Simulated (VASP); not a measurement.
# A VASP study of TiC (AM05): structure first, properties next, part 2 of 2

Wanted: the relaxed cell of TiC and its properties. The start is a cell from a database of measured crystal structures.

VASP 6.6.1; AM05; plane waves and PAW (Ti_sv, C).

Still holding for the runs below: The k-mesh is coarse for a metal.

So far. Step 13 (Volume scan with AM05 (run 7)): The run ends at a pressure of -13.86 GPa. Step 14 (Fit for AM05): The fitted volume lies +0.01 % from the relaxed one.

The database entry behind the starting cell differs from later determinations by our own check (0.1 to 0.3 % short, probably kX units), so it need not match the best structure at ambient conditions.

**15. Volume scan with AM05 (run 8)**

This step: AM05; plane waves and PAW (Ti_sv, C) (VASP 6.6.1).

INCAR

```
SYSTEM = TiC
PREC = Accurate
ENCUT = 520
EDIFF = 1E-06
NELM = 100
ISMEAR = 0
SIGMA = 0.05
LREAL = .FALSE.
ALGO = Normal
GGA = AM
NBANDS = 14
LASPH = .TRUE.
LORBIT = 11
LWAVE = .FALSE.
LCHARG = .FALSE.
KPAR = 2
ISIF = 2
```

POSCAR

```
TiC
1.0
    0.0000000000      2.1009904773      2.1009904773
    2.1009904773      0.0000000000      2.1009904773
    2.1009904773      2.1009904773      0.0000000000
Ti C
1 1
Direct
    0.0000000000      0.0000000000      0.0000000000
    0.5000000000      0.5000000000      0.5000000000
```

KPOINTS

```
Automatic mesh
0
Gamma
8 8 8
0 0 0
```

Potentials, in the order of the species: Ti_sv and C (PBE family, release 64).

Launch:

```console
$ mpirun -np 2 vasp_std
```

Run time: 9.8 s. Hardware: 2 MPI ranks of Intel Xeon Platinum 8375C at 2.90GHz (Ice Lake), shared host; peak memory 0.26 GiB.

The pressure here is 18.56 GPa.

The run ends at a pressure of 18.56 GPa.

**16. Volume scan with AM05 (run 9)**

INCAR is that of step 15.

POSCAR

```
TiC
1.0
    0.0000000000      2.1157866724      2.1157866724
    2.1157866724      0.0000000000      2.1157866724
    2.1157866724      2.1157866724      0.0000000000
Ti C
1 1
Direct
    0.0000000000      0.0000000000      0.0000000000
    0.5000000000      0.5000000000      0.5000000000
```

KPOINTS is that of step 15.

Launch:

```console
$ mpirun -np 2 vasp_std
```

Wall time 8.2 s (2 MPI ranks); peak memory 0.25 GiB; 15 s of CPU time.

The pressure falls from 18.56 to 11.73 GPa.

The run ends at a pressure of 11.73 GPa.

**17. Volume scan with AM05 (run 10)**

INCAR is that of step 16.

POSCAR

```
TiC
1.0
    0.0000000000      2.1303787657      2.1303787657
    2.1303787657      0.0000000000      2.1303787657
    2.1303787657      2.1303787657      0.0000000000
Ti C
1 1
Direct
    0.0000000000      0.0000000000      0.0000000000
    0.5000000000      0.5000000000      0.5000000000
```

KPOINTS is that of step 16.

Launch:

```console
$ mpirun -np 2 vasp_std
```

Run time: 8.8 s. Hardware: 2 MPI ranks; peak memory 0.26 GiB.

The pressure falls from 11.73 to 5.54 GPa.

The run ends at a pressure of 5.54 GPa.

**18. Volume scan with AM05 (run 11)**

INCAR is that of step 17.

POSCAR

```
TiC
1.0
    0.0000000000      2.1447736535      2.1447736535
    2.1447736535      0.0000000000      2.1447736535
    2.1447736535      2.1447736535      0.0000000000
Ti C
1 1
Direct
    0.0000000000      0.0000000000      0.0000000000
    0.5000000000      0.5000000000      0.5000000000
```

KPOINTS is that of step 17.

Launch:

```console
$ mpirun -np 2 vasp_std
```

Elapsed: 11 s, on 2 MPI ranks; peak memory 0.26 GiB.

The pressure falls from 5.54 to -0.05 GPa, so it vanishes between these two volumes.

**19. Volume scan with AM05 (run 12)**

INCAR is that of step 18.

POSCAR

```
TiC
1.0
    0.0000000000      2.1589778665      2.1589778665
    2.1589778665      0.0000000000      2.1589778665
    2.1589778665      2.1589778665      0.0000000000
Ti C
1 1
Direct
    0.0000000000      0.0000000000      0.0000000000
    0.5000000000      0.5000000000      0.5000000000
```

KPOINTS is that of step 18.

Launch:

```console
$ mpirun -np 2 vasp_std
```

It took 11 s on 2 MPI ranks; peak memory 0.25 GiB; 21 s of CPU time.

The pressure falls from -0.05 to -5.13 GPa.

The run ends at a pressure of -5.13 GPa.

**20. Volume scan with AM05 (run 13)**

INCAR is that of step 19.

POSCAR

```
TiC
1.0
    0.0000000000      2.1729975961      2.1729975961
    2.1729975961      0.0000000000      2.1729975961
    2.1729975961      2.1729975961      0.0000000000
Ti C
1 1
Direct
    0.0000000000      0.0000000000      0.0000000000
    0.5000000000      0.5000000000      0.5000000000
```

KPOINTS is that of step 19.

Launch:

```console
$ mpirun -np 2 vasp_std
```

Run time: 11 s. Hardware: 2 MPI ranks; peak memory 0.26 GiB.

The pressure falls from -5.13 to -9.64 GPa.

The run ends at a pressure of -9.64 GPa.

**21. Volume scan with AM05 (run 14)**

INCAR is that of step 20.

POSCAR

```
TiC
1.0
    0.0000000000      2.1868387183      2.1868387183
    2.1868387183      0.0000000000      2.1868387183
    2.1868387183      2.1868387183      0.0000000000
Ti C
1 1
Direct
    0.0000000000      0.0000000000      0.0000000000
    0.5000000000      0.5000000000      0.5000000000
```

KPOINTS is that of step 20.

Launch:

```console
$ mpirun -np 2 vasp_std
```

Wall time 9 s (2 MPI ranks); peak memory 0.26 GiB.

The pressure falls from -9.64 to -13.86 GPa.

The run ends at a pressure of -13.86 GPa.

**22. The series together**

Times are for 2 MPI ranks of Intel Xeon Platinum 8375C at 2.90GHz (Ice Lake), shared host. The runs compared:

| no. | volume scale | energy above the lowest point (meV/atom) | pressure (GPa) | time | memory (GiB) |
| --- | --- | --- | --- | --- | --- |
| 1 | 0.94 | 32.7 | 18.56 | 14 s | 0.26 |
| 2 | 0.94 | 32.7 | 18.56 | 9.8 s | 0.26 |
| 3 | 0.96 | 14.04 | 11.73 | 10 s | 0.25 |
| 4 | 0.96 | 14.04 | 11.73 | 8.2 s | 0.25 |
| 5 | 0.98 | 3.4 | 5.539 | 11 s | 0.25 |
| 6 | 0.98 | 3.4 | 5.539 | 8.8 s | 0.26 |
| 7 | 1 | 0 | -0.05434 | 8 s | 0.25 |
| 8 | 1 | 0 | -0.05434 | 11 s | 0.26 |
| 9 | 1.02 | 3.12 | -5.130 | 10 s | 0.25 |
| 10 | 1.02 | 3.12 | -5.130 | 11 s | 0.25 |
| 11 | 1.04 | 12.13 | -9.644 | 9 s | 0.26 |
| 12 | 1.04 | 12.13 | -9.644 | 11 s | 0.26 |
| 13 | 1.06 | 26.48 | -13.86 | 13 s | 0.26 |
| 14 | 1.06 | 26.48 | -13.86 | 9 s | 0.26 |

**23. Fit for AM05 (run 2)**

This step: Birch-Murnaghan fit, AM05; plane waves and PAW (VASP 6.6.1).

This step runs nothing: it gathers the runs above.

Energy above the fitted minimum against volume:

| volume (Å³/atom) | energy above the fitted minimum (eV/atom) |
| --- | --- |
| 9.274 | 0.0327 |
| 9.471 | 0.0140 |
| 9.669 | 0.00341 |
| 9.866 | 6.5e-6 |
| 10.063 | 0.00312 |
| 10.261 | 0.0121 |
| 10.458 | 0.0265 |

The fitted volume lies +0.01 % from the relaxed one.

**24. Electric field gradients (AM05)**

This step: AM05; plane waves and PAW (Ti_sv, C) (VASP 6.6.1).

Field gradients probe how far the charge around each nucleus departs from cubic symmetry; LASPH keeps the non-spherical terms inside the spheres.

Changes to INCAR since step 21:

```diff
@@ -3,3 +3,3 @@
 ENCUT = 520
-EDIFF = 1E-06
+EDIFF = 1E-07
 NELM = 100
@@ -16,2 +16,2 @@
 KPAR = 2
-ISIF = 2
+LEFG = .TRUE.
```

POSCAR

```
TiC
1.0
    0.0000000000      2.1447736535      2.1447736535
    2.1447736535      0.0000000000      2.1447736535
    2.1447736535      2.1447736535      0.0000000000
Ti C
1 1
Direct
    0.0000000000      0.0000000000      0.0000000000
    0.5000000000      0.5000000000      0.5000000000
```

KPOINTS is that of step 21.

Launch:

```console
$ mpirun -np 2 vasp_std
```

Run time: 9.8 s. Hardware: 2 MPI ranks; peak memory 0.26 GiB; 18 s of CPU time.

Numbers from this step:

```
SCF cycles              : 14
free energy (TOTEN)     : -19.33 eV
energy at zero smearing : -19.33 eV
Fermi energy            : 9.629 eV
pressure                : -0.05106 GPa
```

Electric field gradients, by row:

| atom | Vxx (V/Å²) | Vyy (V/Å²) | Vzz (V/Å²) | asymmetry |
| --- | --- | --- | --- | --- |
| Ti1 | -0.001 | -0.001 | 0.002 | - |
| C2 | 0 | 0 | 0 | - |

All gradients vanish within the noise.

The run ends at a pressure of -0.05 GPa.

**25. Outcome**

| Property | Result |
| --- | --- |
| relaxed volume | 9.866 Å³/atom |
| relaxed conventional cell a, b, c | 4.290, 4.290, 4.290 Å |
| space group after relaxing, within 0.02 Å | Fm-3m (No. 225) |
| band gap | none, a metal |
| DOS at the Fermi level | 0.227 states/eV/cell |
| bulk modulus from the fit | 265 GPa |
| volume from the fit | 9.87 Å³/atom |
| largest field gradient Vzz | zero within the noise on all sites |

In words: With AM05, TiC relaxes to 9.866 Å³/atom in space group Fm-3m (held by the symmetry of the run), comes out as a metal and has a bulk modulus of 265 GPa. Against the listed cell the volume lies -2.0 %. Band structure (AM05): Of the bands kept, 4 cross the Fermi level on this path. The k-sampling is coarse for a metal, so the Fermi level, pressures and the shape of the cell carry errors. No search among competing phases was made, and a listed structure need not be the one stable at ambient conditions. All values are for a static lattice at zero temperature.

[Lines on the potential files, build, host, timing and source positions are cut from VASP's logs without a mark.]

[Logs are printed without paths, hosts, clocks, repeated set-up lines and the standing remarks that a program may print on its own settings, such as how far it seeks lower states.]

[Hosts, paths, dates, database ids (printed as entryN), source tags and the programs' standing remarks are cut or masked in the printed files.]

[A measured line is paired with the nearest computed mode of its activity, which favours agreement.]
